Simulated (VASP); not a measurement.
Here is a VASP 6.6.1 calculation.

File INCAR:

```
  PREC = Accurate
  ENCUT = 520
  EDIFF = 1E-6
  ISMEAR = 0
  SIGMA = 0.1
  LREAL = False
  LASPH = True
  NELM = 150
  ALGO = Normal
  ISIF = 2
  LWAVE = False
  LCHARG = False
  METAGGA = R2SCAN
  LMIXTAU = True
  KPAR = 8
```

KPOINTS

```
regular mesh
0
Gamma
  6 10 6
```

File POSCAR:

```
NbWS4
1.0
    5.6847400000      0.0000000000      0.0000000000
    0.0000000000      3.2736600000      0.0000000000
   -1.9046470000      0.0000000000      6.6318200000
Nb W S
1 1 4
Direct
    0.9955310000      0.0000000000      0.9999980000
    0.5041640000      0.5000000000      0.0001320000
    0.7490940000      0.5000000000      0.7635570000
    0.9076380000      0.5000000000      0.2367060000
    0.2613460000      0.0000000000      0.7683840000
    0.4164430000      0.0000000000      0.2318250000
```

Potentials or basis: VASP PAW PBE potentials, release 64 (Nb_sv, W_sv, S).

The run is started by

```sh
$ cat potpaw_PBE.64/Nb_sv/POTCAR potpaw_PBE.64/W_sv/POTCAR potpaw_PBE.64/S/POTCAR > POTCAR
$ mpirun -np 8 vasp_std > vasp.out
```

(1) Predict the band gap on the k mesh.

(2) What does it give for the largest force?

(3) Predict the pressure.

Answers

(1) none (metal or under the smearing width).

(2) 0.189 eV/Å.

(3) -1.2 GPa.

Caveat: the PAW data sets were made with another functional, which shifts forces and pressure a little.
